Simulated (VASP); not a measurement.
SiC (zinc blende), at 0.96 of the tabulated volume:

```yaml
crystal:
  lattice:
    - [0.00000, 2.15054, 2.15054]
    - [2.15054, 0.00000, 2.15054]
    - [2.15054, 2.15054, 0.00000]
  atoms:
    - { symbol: Si, position: [0.00000, 0.00000, 0.00000] }
    - { symbol: C, position: [0.25000, 0.25000, 0.25000] }
```

The lowest empty band near X, direction along the valley's axis, from mBJ (TB09) with spin-orbit coupling in VASP (PAW); its two spin partners are averaged. The gap over the points computed is 2.31 eV, and the next band on that side lies 2.95 eV away at the edge.

Numerical set-up: 520 eV cut-off, 12×12×12 Γ-centred mesh, Gaussian smearing of 0.050 eV, potentials Si C.

| distance from the edge in k (1/Å) | distance in energy (meV) |
|---|---|
| 0.025 | 3.5 |
| 0.035 | 7.0 |
| 0.050 | 14.3 |
| 0.070 | 28.1 |

Question: Fit E(1 + αE) = ħ²k²/2m* (ħ²/2m0 = 3.810 eV Å²) and predict the row at 0.095 1/Å.

Answer: The rows don't resolve α, so a parabola serves: the electron mass is m* = 0.665 m0, and so 51.7 meV. The run gave 51.7 meV, -0.0 meV from the fit.

Left out are points under 3 meV from the edge, since the levels carry 0.1 meV, and points farther than half the way to the next band.

The compound is SiC in the zinc blende structure. The cell was not relaxed at this level.
